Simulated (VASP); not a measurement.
Input:

```
Ta2N
1.0
    3.07311     0.00000     0.00000
   -1.53656     2.66139     0.00000
    0.00000     0.00000     4.91090
Ta N
2 1
Direct
  0.66667   0.33333   0.74190
  0.33333   0.66667   0.25810
  0.00000   0.00000   0.00000
```

Method: r2SCAN meta-GGA, VASP's PBE PAW potentials (set 64) (plane waves; VASP). Run with 520 eV cut-off, 13×13×7 Γ-centred mesh, tetrahedra with Blöchl corrections, potentials Ta_pv N.

For a metal the tetrahedron method with Blöchl corrections gives inexact stress and forces.

Question: Give the force on each atom (eV/Å).

Answer: 
```csv
atom,Fx,Fy,Fz
Ta1,0.000,0.000,0.126
Ta2,0.000,0.000,-0.126
N3,0.000,0.000,0.000
```

Question: Give the stress tensor in GPa (positive for a compressed cell).

Answer: 
```
 0.32   0.00   0.00
 0.00   0.32   0.00
 0.00   0.00  -0.84
```
The pressure is its mean diagonal, -0.07 GPa.

The structure comes from a computed database's Ta2N entry (P-3m1); how it stands against other phases isn't given here. It was relaxed first. The electron count is odd and the run is not spin-polarised, which forces a metal.
